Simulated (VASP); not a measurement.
Set up this calculation in VASP 6.6.1, as the native input.

```yaml
Task: single point
Functional: PBE
Potentials_or_basis: VASP PAW PBE potentials, release 64 (Cu, Mg, Na_pv, O)
Cutoff: 520 eV
k_mesh: 6 × 9 × 5
Occupations: fermi-dirac, width 0.05 eV
Spin: no spin polarisation
Further_INCAR_settings: ALGO = Normal; EDIFF = 1e-07; NBANDS = 34
```

The structure of NaMgCu2O3 lies in POSCAR:

```
NaMgCu2O3
1.0
    5.3350994985      0.0000000000      0.0000000000
    0.0000000000      2.9983024700      0.0000000000
   -2.3669655579      0.0000000000      5.2517378773
Cu Mg Na O
2 1 1 3
Direct
    0.4062510200      0.0000000000      0.8018615200
    0.6674834800      0.0000000000      0.3035236700
    0.1046227900      0.5000000000      0.2673564900
    0.9185571900      0.5000000000      0.7644849200
    0.7766030600      0.0000000000      0.0060977800
    0.0610523300      0.0000000000      0.5127087400
    0.2945971500      0.0000000000      0.1445629000
```

The cell comes from a database or a generator and needn't be the stable form of this composition.

These files were run (other wordings do the same):

INCAR

```
SYSTEM = NaMgCu2O3
PREC = Accurate ; ENCUT = 520
EDIFF = 1E-7 ; ISMEAR = -1
SIGMA = 0.05 ; LREAL = .False.
LASPH = .True. ; NELM = 100
ALGO = Normal ; ISIF = 2
LWAVE = .False. ; LCHARG = .False.
GGA = PE ; NBANDS = 34
```

KPOINTS

```
regular mesh
0
Gamma
  6 9 5
  0 0 0
```

Potentials or basis: VASP PAW PBE potentials, release 64 (Cu, Mg, Na_pv, O).

Command:

```bash
$ cat potpaw_PBE.64/Cu/POTCAR potpaw_PBE.64/Mg/POTCAR potpaw_PBE.64/Na_pv/POTCAR potpaw_PBE.64/O/POTCAR > POTCAR
$ mpirun -np 1 vasp_std > vasp.out
```

Results of the run:

```yaml
Pressure: 0.7 GPa
Largest_force: 0.193 eV/Å
Band_gap_on_the_k_mesh: none (metal or under the smearing width)
```

Caveat: an odd number of electrons without spin polarisation forces a metal; a magnetic or distorted state may lie lower; the run has no spin polarisation, though such a crystal can be magnetic; semilocal functionals often make such compounds metallic where correlation or magnetic order opens a gap, which also shifts bond lengths.

It took 2 min on 1 thread of Intel(R) Xeon(R) 6975P-C (Granite Rapids) (shared host), peak memory 0.35 GiB.
